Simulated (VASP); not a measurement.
# Adsorption sites of H on Cu(100), part 6 of 6

Where does H sit on Cu(100), and how strongly does it bind?

VASP 6.6.1, plane waves and PAW; the level of theory is named at each step.

So far. Step 8 (Potential and states with the adsorbate, site ontop): The vacuum level lies 4.86 eV above the Fermi level at the upper face; the two faces differ by 0.62 eV, the step that the slab's dipole of 0.093 e·Å makes. Step 9 (Relaxing the adsorbate, site hollow): The run ended after 12 ionic steps, 0.085 eV below its first step, once the forces on the free atoms met EDIFFG = -0.03.

### Step 10. Potential and states with the adsorbate, site hollow

Level of this step: RPBE; plane waves and PAW (Cu, H) (VASP).

Input file INCAR:

```
SYSTEM = Cu16H
PREC = Normal
ENCUT = 330
EDIFF = 1E-06
NELM = 120
ISMEAR = 1
SIGMA = 0.15
LREAL = Auto
ALGO = Fast
GGA = RP
NBANDS = 109
LASPH = .TRUE.
LORBIT = 11
LWAVE = .FALSE.
LCHARG = .FALSE.
KPAR = 2
NCORE = 2
IDIPOL = 3
LDIPOL = .TRUE.
DIPOL = 0.5 0.5 0.51
LVHAR = .TRUE.
LVACPOTAV = .TRUE.
NEDOS = 1500
```

Input file POSCAR:

```
Cu16H
1.0
    5.1926374917      0.0000000000      0.0000000000
    0.0000000000      5.1926374917      0.0000000000
    0.0000000000      0.0000000000     20.5076237739
Cu H
16 1
Selective dynamics
Direct
    0.2500000000      0.2500000000      0.3657176500  F F F
    0.7500000000      0.2500000000      0.3657176500  F F F
    0.2500000000      0.7500000000      0.3657176500  F F F
    0.7500000000      0.7500000000      0.3657176500  F F F
    0.0000000000      0.0000000000      0.4552392200  F F F
    0.5000000000      0.0000000000      0.4552392200  F F F
    0.0000000000      0.5000000000      0.4552392200  F F F
    0.5000000000      0.5000000000      0.4552392200  F F F
    0.2500000000      0.2500000000      0.5430397972  T T T
    0.7500000000      0.2500000000      0.5452828812  T T T
    0.2500000000      0.7500000000      0.5452828812  T T T
    0.7500000000      0.7500000000      0.5493949817  T T T
    0.0032955839      0.0032955839      0.6348072884  T T T
    0.4967044161      0.0032955839      0.6348072884  T T T
    0.0032955839      0.4967044161      0.6348072884  T T T
    0.4967044161      0.4967044161      0.6348072884  T T T
    0.2500000000      0.2500000000      0.6636482617  T T T
```

Input file KPOINTS:

```
Automatic mesh
0
Gamma
5 5 1
0 0 0
```

The projector-augmented-wave data sets are Cu and H (PBE family, release 64).

Launch:

```
> mpirun -np 4 vasp_std
```

The program printed:

```text
[... set-up lines as in an earlier step ...]
 entering main loop
       N       E                     dE             d eps       ncg     rms          rms(c)
DAV:   1     0.143584079607E+04    0.14358E+04   -0.57555E+04  1308   0.145E+03
DAV:   2     0.919024890937E+02   -0.13439E+04   -0.12954E+04  1308   0.371E+02
DAV:   3    -0.551680840884E+02   -0.14707E+03   -0.13365E+03  1378   0.174E+02
DAV:   4    -0.622694679959E+02   -0.71014E+01   -0.69765E+01  1472   0.508E+01
[...]
RMM:  26    -0.514278468954E+02   -0.11202E-04   -0.80043E-07   943   0.404E-03    0.927E-04
RMM:  27    -0.514278483082E+02   -0.14128E-05   -0.19567E-07   882   0.278E-03    0.287E-04
RMM:  28    -0.514278487067E+02   -0.39850E-06   -0.51031E-08   675   0.106E-03
 [... a notice as in an earlier step ...]

   1 F= -.51427849E+02 E0= -.51425068E+02  d E =-.834106E-02
```

Run time: 31 s. Hardware: 4 MPI ranks of AMD EPYC 9R45, shared host; peak memory 0.73 GiB; 2 min of CPU time.

Parts of OUTCAR (step 10):

```text
  Total       -4.9247133     -4.9247133     -1.6273466      0.0000000      0.0000000      0.0000000
  in kB      -14.2692183    -14.2692183     -4.7151911      0.0000000      0.0000000      0.0000000
  external PRESSURE =     -11.0845426 kB  Pullay stress =       0.0000000 kB

 POSITION                                       TOTAL-FORCE (eV/Angst)
 -----------------------------------------------------------------------------------
      1.29816      1.29816      7.50000        -0.000000     -0.000000      0.182696
      3.89448      1.29816      7.50000        -0.000000      0.000000      0.145976
      1.29816      3.89448      7.50000        -0.000000      0.000000      0.145976
      3.89448      3.89448      7.50000        -0.000000      0.000000      0.184695
      0.00000      0.00000      9.33587        -0.078927     -0.078927     -0.133796
      2.59632      0.00000      9.33587         0.078927     -0.078927     -0.133796
      0.00000      2.59632      9.33587        -0.078927      0.078927     -0.133796
      2.59632      2.59632      9.33587         0.078927      0.078927     -0.133796
      1.29816      1.29816     11.13646        -0.000000     -0.000000     -0.017398
      3.89448      1.29816     11.18246        -0.000000      0.000000     -0.025358
      1.29816      3.89448     11.18246        -0.000000      0.000000     -0.025358
      3.89448      3.89448     11.26679        -0.000000      0.000000     -0.003216
      0.01711      0.01711     13.01839        -0.007827     -0.007827     -0.007421
      2.57921      0.01711     13.01839         0.007827     -0.007827     -0.007421
[...]
-----------------------------------------------------------------------------------
    total drift:                                0.000000      0.000000      0.000207

  FREE ENERGIE OF THE ION-ELECTRON SYSTEM (eV)
  ---------------------------------------------------
  free  energy   TOTEN  =       -51.4278487067 eV

  energy  without entropy=      -51.4195076436  energy(sigma->0) =      -51.42506835

[... 2 parts as in an earlier step ...]

[... 1 further part left out ...]
[key lines of the parts left out:]
E-fermi :  -0.0959
```

Zero at the Fermi level. Table of planar average of the electrostatic potential by height:

| height (Å) | planar average of the electrostatic potential (eV) |
| --- | --- |
| 0.0 | 4.32 |
| 0.5 | 4.32 |
| 1.0 | 4.32 |
| 1.5 | 4.32 |
| 2.0 | 4.32 |
| 2.5 | 4.32 |
| 3.0 | 4.32 |
| 3.5 | 4.32 |
| 4.0 | 4.32 |
| 4.5 | 4.30 |
| 5.0 | 4.25 |
| 5.5 | 4.09 |
| 6.0 | 3.54 |
| 6.5 | 1.75 |
| 7.0 | -6.42 |
| 7.5 | -12.0 |
| 8.0 | -6.67 |
| 8.5 | -1.62 |
| 9.0 | -9.58 |
| 9.5 | -11.6 |
| 10.0 | -3.94 |
| 10.5 | -3.49 |
| 11.0 | -11.3 |
| 11.5 | -9.93 |
| 12.0 | -2.05 |
| 12.5 | -6.52 |
| 13.0 | -12.3 |
| 13.5 | -7.52 |
| 14.0 | 1.26 |
| 14.5 | 3.44 |
| 15.0 | 4.07 |
| 15.5 | 4.25 |
| 16.0 | 4.30 |
| 16.5 | 4.32 |
| 17.0 | 4.32 |
| 17.5 | 4.32 |
| 18.0 | 4.32 |
| 18.5 | 4.32 |
| 19.0 | 4.32 |
| 19.5 | 4.32 |
| 20.0 | 4.32 |

The map of layer states is cut here 0.5 eV above the Fermi level, so it leaves out the states above that.

At the end the adsorbate's closest contact with the slab is H-Cu at 1.91 Å, 1.81 Å to the side of the slab's atom, and its lowest atom lies 0.59 Å above the highest atom of the slab.

The vacuum level lies 4.32 eV above the Fermi level at the upper face; both faces agree, as the slab has next to no dipole.

The program found no field-free point at its default tolerance, but its printed level agrees with the flat part of the planar average.

On this mesh the fine structure of the density of states is sampling noise, and high empty states may be cut by the number of bands.

### Step 11. Relaxing the adsorbate, site bridge

Input file INCAR:

```
SYSTEM = Cu16H
PREC = Normal
ENCUT = 330
EDIFF = 1E-05
NELM = 120
ISMEAR = 1
SIGMA = 0.15
LREAL = Auto
ALGO = Fast
GGA = RP
NBANDS = 109
LASPH = .TRUE.
LORBIT = 11
LWAVE = .FALSE.
LCHARG = .FALSE.
KPAR = 2
NCORE = 2
IBRION = 2
NSW = 50
ISIF = 2
EDIFFG = -0.03
POTIM = 0.4
MAXMIX = 40
IDIPOL = 3
LDIPOL = .TRUE.
DIPOL = 0.5 0.5 0.511
```

Input file POSCAR:

```
Cu16H
1.0
    5.1926374917      0.0000000000      0.0000000000
    0.0000000000      5.1926374917      0.0000000000
    0.0000000000      0.0000000000     20.5076237739
Cu H
16 1
Selective dynamics
Direct
    0.2500000000      0.2500000000      0.3657176500  F F F
    0.7500000000      0.2500000000      0.3657176500  F F F
    0.2500000000      0.7500000000      0.3657176500  F F F
    0.7500000000      0.7500000000      0.3657176500  F F F
    0.0000000000      0.0000000000      0.4552392200  F F F
    0.5000000000      0.0000000000      0.4552392200  F F F
    0.0000000000      0.5000000000      0.4552392200  F F F
    0.5000000000      0.5000000000      0.4552392200  F F F
    0.2500000000      0.2500000000      0.5460485000  T T T
    0.7500000000      0.2500000000      0.5460485000  T T T
    0.2500000000      0.7500000000      0.5460485000  T T T
    0.7500000000      0.7500000000      0.5460485000  T T T
    0.0000000000      0.0000000000      0.6333476700  T T T
    0.5000000000      0.0000000000      0.6333476700  T T T
    0.0000000000      0.5000000000      0.6333476700  T T T
    0.5000000000      0.5000000000      0.6333476700  T T T
    0.2500000000      0.0000000000      0.6845481400  T T T
```

KPOINTS is that of step 10.

Launch:

```
> mpirun -np 4 vasp_std
```

The program printed:

```text
[... set-up lines as in an earlier step ...]
 entering main loop
       N       E                     dE             d eps       ncg     rms          rms(c)
DAV:   1     0.144287312159E+04    0.14429E+04   -0.57462E+04  1962   0.144E+03
DAV:   2     0.962993859457E+02   -0.13466E+04   -0.12974E+04  1962   0.371E+02
DAV:   3    -0.552487391564E+02   -0.15155E+03   -0.13802E+03  2031   0.175E+02
DAV:   4    -0.624846558162E+02   -0.72359E+01   -0.70948E+01  2236   0.509E+01
[...]
RMM:  25    -0.513650103946E+02   -0.17759E-04   -0.12310E-06  1134   0.633E-03    0.191E-03
RMM:  26    -0.513650215066E+02   -0.11112E-04   -0.55977E-07  1069   0.360E-03    0.133E-03
RMM:  27    -0.513650274134E+02   -0.59068E-05   -0.45294E-07  1090   0.368E-03
   1 F= -.51365027E+02 E0= -.51364126E+02  d E =-.513650E+02
[... from here on, the cycles between the ionic steps are left out ...]
   2 F= -.51376892E+02 E0= -.51375870E+02  d E =-.118646E-01
   3 F= -.51386363E+02 E0= -.51385148E+02  d E =-.213361E-01
   4 F= -.51386458E+02 E0= -.51385262E+02  d E =-.214301E-01
   5 F= -.51386423E+02 E0= -.51385217E+02  d E =-.213953E-01
   6 F= -.51389341E+02 E0= -.51388169E+02  d E =-.291827E-02
   7 F= -.51390473E+02 E0= -.51389345E+02  d E =-.405044E-02
   8 F= -.51390484E+02 E0= -.51389351E+02  d E =-.406142E-02
   9 F= -.51390502E+02 E0= -.51389371E+02  d E =-.407922E-02
  10 F= -.51390502E+02 E0= -.51389368E+02  d E =-.407911E-02
  11 F= -.51391988E+02 E0= -.51390895E+02  d E =-.148629E-02
  12 F= -.51393352E+02 E0= -.51392359E+02  d E =-.285006E-02
  13 F= -.51393286E+02 E0= -.51392288E+02  d E =-.278409E-02
  14 F= -.51393306E+02 E0= -.51392341E+02  d E =-.280388E-02
  15 F= -.51393304E+02 E0= -.51392340E+02  d E =-.280236E-02
  16 F= -.51393625E+02 E0= -.51392626E+02  d E =-.320841E-03
 trial-energy change:   -0.000321  1 .order   -0.000271   -0.000427   -0.000114
 step:   2.8612(harm=  3.3338)  dis= 0.00445  next Energy=   -51.393635 (dE=-0.331E-03)
 reached required accuracy - stopping structural energy minimisation
```

Wall time 3.2 min (4 MPI ranks); peak memory 0.88 GiB.

Parts of OUTCAR (step 11):

```text
  Total       -4.4714297     -3.7770803     -1.7171779      0.0000000      0.0000000      0.0000000
  in kB      -12.9558418    -10.9439839     -4.9754747      0.0000000      0.0000000      0.0000000
  external PRESSURE =      -9.6251001 kB  Pullay stress =       0.0000000 kB

 POSITION                                       TOTAL-FORCE (eV/Angst)
 -----------------------------------------------------------------------------------
      1.29816      1.29816      7.50000        -0.000000     -0.014869      0.169655
      3.89448      1.29816      7.50000        -0.000000      0.001560      0.173690
      1.29816      3.89448      7.50000        -0.000000      0.014869      0.169655
      3.89448      3.89448      7.50000        -0.000000     -0.001560      0.173690
      0.00000      0.00000      9.33587         0.016982      0.000000     -0.177316
      2.59632      0.00000      9.33587        -0.016982      0.000000     -0.177316
      0.00000      2.59632      9.33587        -0.164059      0.000000     -0.188567
      2.59632      2.59632      9.33587         0.164059      0.000000     -0.188567
      1.29816      1.30774     11.15549         0.000000     -0.000752     -0.001115
      3.89448      1.27635     11.20787        -0.000000     -0.002828      0.000795
      1.29816      3.88490     11.15549         0.000000      0.000752     -0.001115
      3.89448      3.91629     11.20787        -0.000000      0.002828      0.000795
      0.02024      0.00000     13.02433        -0.010792      0.000000      0.007506
      2.57608      0.00000     13.02433         0.010792      0.000000      0.007506
[...]
-----------------------------------------------------------------------------------
    total drift:                                0.000000      0.000000      0.057842

  FREE ENERGIE OF THE ION-ELECTRON SYSTEM (eV)
  ---------------------------------------------------
  free  energy   TOTEN  =       -51.3936250450 eV

  energy  without entropy=      -51.3906281243  energy(sigma->0) =      -51.39262607

[... 2 parts as in an earlier step ...]

[... 2 further parts left out ...]
[key lines of the parts left out:]
E-fermi :  -0.1510
```

The run keeps the 4 symmetry operations of its start, so it cannot find a distortion of lower symmetry.

Relaxation path:

| step | energy less that of the first step (eV) | largest force (eV/Å) |
| --- | --- | --- |
| 1 | 0.0000 | 0.3047 |
| 2 | -0.0119 | 0.2174 |
| 3 | -0.0213 | 0.1897 |
| 4 | -0.0214 | 0.1777 |
| 5 | -0.0214 | 0.1837 |
| 6 | -0.0243 | 0.1231 |
| 7 | -0.0254 | 0.0808 |
| 8 | -0.0255 | 0.0626 |
| 9 | -0.0255 | 0.0736 |
| 10 | -0.0255 | 0.0648 |
| 11 | -0.0270 | 0.0477 |
| 12 | -0.0283 | 0.0355 |
| 13 | -0.0283 | 0.0327 |
| 14 | -0.0283 | 0.0310 |
| 15 | -0.0283 | 0.0326 |
| 16 | -0.0286 | 0.0240 |

The atoms that moved most (Å):

| atom | dx | dy | dz | length |
| --- | --- | --- | --- | --- |
| Cu11 | 0.000 | -0.010 | -0.043 | 0.044 |
| Cu9 | 0.000 | 0.010 | -0.043 | 0.044 |
| Cu14 | -0.020 | 0.000 | 0.036 | 0.041 |
| Cu13 | 0.020 | 0.000 | 0.036 | 0.041 |
| H17 | 0.000 | 0.000 | 0.037 | 0.037 |
| Cu16 | 0.010 | 0.000 | -0.033 | 0.035 |
| Cu15 | -0.010 | 0.000 | -0.033 | 0.035 |
| Cu12 | 0.000 | 0.022 | 0.010 | 0.024 |

Final coordinates:

```xyz
17
Lattice="5.1926 0.0000 0.0000 0.0000 5.1926 0.0000 0.0000 0.0000 20.5076" Properties=species:S:1:pos:R:3
Cu    1.2982    1.2982    7.5000
Cu    3.8945    1.2982    7.5000
Cu    1.2982    3.8945    7.5000
Cu    3.8945    3.8945    7.5000
Cu    0.0000    0.0000    9.3359
Cu    2.5963    0.0000    9.3359
Cu    0.0000    2.5963    9.3359
Cu    2.5963    2.5963    9.3359
Cu    1.2982    1.3077   11.1555
Cu    3.8945    1.2763   11.2079
Cu    1.2982    3.8849   11.1555
Cu    3.8945    3.9163   11.2079
Cu    0.0202    0.0000   13.0243
Cu    2.5761    0.0000   13.0243
Cu   -0.0097    2.5963   12.9550
Cu    2.6060    2.5963   12.9550
H     1.2982    0.0000   14.0754
```

The run ended after 16 ionic steps, 0.029 eV below its first step, once the forces on the free atoms met EDIFFG = -0.03.

### Step 12. Potential and states with the adsorbate, site bridge

Input file INCAR:

```
SYSTEM = Cu16H
PREC = Normal
ENCUT = 330
EDIFF = 1E-06
NELM = 120
ISMEAR = 1
SIGMA = 0.15
LREAL = Auto
ALGO = Fast
GGA = RP
NBANDS = 109
LASPH = .TRUE.
LORBIT = 11
LWAVE = .FALSE.
LCHARG = .FALSE.
KPAR = 2
NCORE = 2
IDIPOL = 3
LDIPOL = .TRUE.
DIPOL = 0.5 0.5 0.511
LVHAR = .TRUE.
LVACPOTAV = .TRUE.
NEDOS = 1500
```

Input file POSCAR:

```
Cu16H
1.0
    5.1926374917      0.0000000000      0.0000000000
    0.0000000000      5.1926374917      0.0000000000
    0.0000000000      0.0000000000     20.5076237739
Cu H
16 1
Selective dynamics
Direct
    0.2500000000      0.2500000000      0.3657176500  F F F
    0.7500000000      0.2500000000      0.3657176500  F F F
    0.2500000000      0.7500000000      0.3657176500  F F F
    0.7500000000      0.7500000000      0.3657176500  F F F
    0.0000000000      0.0000000000      0.4552392200  F F F
    0.5000000000      0.0000000000      0.4552392200  F F F
    0.0000000000      0.5000000000      0.4552392200  F F F
    0.5000000000      0.5000000000      0.4552392200  F F F
    0.2500000000      0.2518442088      0.5439680721  T T T
    0.7500000000      0.2457995547      0.5465223607  T T T
    0.2500000000      0.7481557912      0.5439680721  T T T
    0.7500000000      0.7542004453      0.5465223607  T T T
    0.0038980801      0.0000000000      0.6350967956  T T T
    0.4961019199      0.0000000000      0.6350967956  T T T
    0.9981415755      0.5000000000      0.6317179456  T T T
    0.5018584245      0.5000000000      0.6317179456  T T T
    0.2500000000      0.0000000000      0.6863514588  T T T
```

KPOINTS is that of step 11.

Launch:

```
> mpirun -np 4 vasp_std
```

The program printed:

```text
[... set-up lines as in an earlier step ...]
 entering main loop
       N       E                     dE             d eps       ncg     rms          rms(c)
DAV:   1     0.144338611277E+04    0.14434E+04   -0.57448E+04  1962   0.144E+03
DAV:   2     0.968263350896E+02   -0.13466E+04   -0.12967E+04  1962   0.371E+02
DAV:   3    -0.552090833863E+02   -0.15204E+03   -0.13848E+03  2047   0.175E+02
DAV:   4    -0.625091577715E+02   -0.73001E+01   -0.71618E+01  2164   0.512E+01
[...]
RMM:  26    -0.513936113198E+02   -0.97804E-05   -0.51587E-07  1389   0.344E-03    0.131E-03
RMM:  27    -0.513936181733E+02   -0.68535E-05   -0.45875E-07  1408   0.285E-03    0.685E-04
RMM:  28    -0.513936186337E+02   -0.46042E-06   -0.11075E-07  1296   0.182E-03
 [... a notice as in an earlier step ...]

   1 F= -.51393619E+02 E0= -.51392612E+02  d E =-.302030E-02
```

It took 44 s on 4 MPI ranks; peak memory 0.81 GiB; 2.9 min of CPU time.

OUTCAR, selected parts (step 12):

```text
  Total       -3.9663939     -3.2664117     -1.2184193      0.0000000      0.0000000      0.0000000
  in kB      -11.4925147     -9.4643360     -3.5303358      0.0000000      0.0000000      0.0000000
  external PRESSURE =      -8.1623955 kB  Pullay stress =       0.0000000 kB

 POSITION                                       TOTAL-FORCE (eV/Angst)
 -----------------------------------------------------------------------------------
      1.29816      1.29816      7.50000         0.000000     -0.014951      0.170396
      3.89448      1.29816      7.50000         0.000000      0.001433      0.174045
      1.29816      3.89448      7.50000         0.000000      0.014951      0.170396
      3.89448      3.89448      7.50000         0.000000     -0.001433      0.174045
      0.00000      0.00000      9.33587         0.016472      0.000000     -0.177583
      2.59632      0.00000      9.33587        -0.016472      0.000000     -0.177583
      0.00000      2.59632      9.33587        -0.164952      0.000000     -0.187212
      2.59632      2.59632      9.33587         0.164952      0.000000     -0.187212
      1.29816      1.30774     11.15549         0.000000      0.002909     -0.004761
      3.89448      1.27635     11.20787         0.000000     -0.001069     -0.001810
      1.29816      3.88490     11.15549         0.000000     -0.002909     -0.004761
      3.89448      3.91629     11.20787         0.000000      0.001069     -0.001810
      0.02024      0.00000     13.02433        -0.009966      0.000000      0.016303
      2.57608      0.00000     13.02433         0.009966      0.000000      0.016303
[...]
-----------------------------------------------------------------------------------
    total drift:                                0.000000      0.000000      0.051199

  FREE ENERGIE OF THE ION-ELECTRON SYSTEM (eV)
  ---------------------------------------------------
  free  energy   TOTEN  =       -51.3936186337 eV

  energy  without entropy=      -51.3905983347  energy(sigma->0) =      -51.39261187

[... 2 parts as in an earlier step ...]

[... 1 further part left out ...]
[key lines of the parts left out:]
E-fermi :  -0.1510
```

The map of layer states is cut here 0.5 eV above the Fermi level, so it leaves out the states above that.

At the end the adsorbate's closest contact with the slab is H-Cu at 1.65 Å, 1.28 Å to the side of the slab's atom, and its lowest atom lies 1.05 Å above the highest atom of the slab.

The vacuum level lies 4.50 eV above the Fermi level at the upper face; the two faces differ by 0.23 eV, the step that the slab's dipole of 0.034 e·Å makes.

VASP counts the dipole in electrons times Å, so a positive number points the physical dipole along −c.

The program found no field-free point at its default tolerance, but its printed level agrees with the flat part of the planar average.

On this mesh the fine structure of the density of states is sampling noise, and high empty states may be cut by the number of bands.

### Step 13. The sites side by side

This step: adsorption sites, RPBE; plane waves and PAW (VASP 6.6.1).

Derived from the runs above.

The site's symmetry is kept, so a site may be a saddle point. All sites:

| site | adsorption energy (eV) | height over the top layer (Å) | shortest distance to the metal (Å) | bond in the molecule (Å) | change of the work function (eV) | sideways move (Å) |
| --- | --- | --- | --- | --- | --- | --- |
| ontop | 0.5424 | 1.546 | 1.526 | - | 0.5613 | 0 |
| hollow | 0.04686 | 0.5915 | 1.906 | - | 0.0126 | 0 |
| bridge | 0.07929 | 1.086 | 1.655 | - | 0.1917 | 0 |

Each adsorption energy is the energy with the adsorbate less the clean slab (-47.994 eV) and the reference (-3.478 eV, half of H2).

### Step 14. What came out

```yaml
ontop_start: 0.54 eV
hollow_start: 0.05 eV
bridge_start: 0.08 eV
```

Among the starts that kept their site, H is lowest at the hollow site of Cu(100), at 0.05 eV against half of H2; bridge lies 0.03 eV higher and ontop lies 0.50 eV higher. The two lowest sites are not resolved at this mesh and slab thickness. At that site the work function rises by 0.01 eV from 4.30 eV. The lowest energy is zero within the error of this set-up, so no binding is shown. Symmetry was kept, so any start that stayed on its site may sit on a saddle point. The slab is thin, and zero-point and thermal parts are left out.

[Lines on the potential files, build, host, timing and source positions are cut from VASP's logs without a mark.]

[Logs are printed without paths, hosts, clocks, repeated set-up lines and the standing remarks that a program may print on its own settings, such as how far it seeks lower states.]

[Hosts, paths, dates, database ids (printed as entryN), source tags and the programs' standing remarks are cut or masked in the printed files.]

[Runs that stopped without an error message from VASP are left out.]
